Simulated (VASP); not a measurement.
Input:

```yaml
crystal:
  lattice:
    - [2.95285, 0.00000, 0.00000]
    - [0.00000, 2.95285, 0.00000]
    - [0.00000, 0.00000, 2.95285]
  atoms:
    - { symbol: Cr, position: [0.00000, 0.00000, 0.00000], spin: 2.6 }
    - { symbol: Cr, position: [0.50000, 0.50000, 0.50000], spin: -2.6 }
```

Level of theory: SCAN meta-GGA, VASP's PBE PAW potentials (set 64) (plane waves; VASP 6.6.1). Settings: 520 eV cut-off, 14×14×14 Γ-centred mesh, tetrahedra with Blöchl corrections, potentials Cr_pv.

Question: What does the run give for the cell moment, energy per atom (σ→0), band gap (over mesh and band path) with the smallest direct gap where there is one?

Answer: 
```yaml
band gap (over mesh and band path): none (metal, semimetal or under 0.01 eV)
cell_moment: 0.00 μB
energy per atom (σ→0): -1798.2 kJ/mol-atom
```

Question: Give the moment on each site (PAW-sphere projection).

Answer: 
| site | moment (μB) |
|---|---|
| Cr1 | 2.57 |
| Cr2 | -2.57 |

Total energies compare only between runs with the same potentials, cut-off and functional.

The compound is Cr in the bcc, AFM order structure. It was relaxed first, which changed the volume by +8 %.
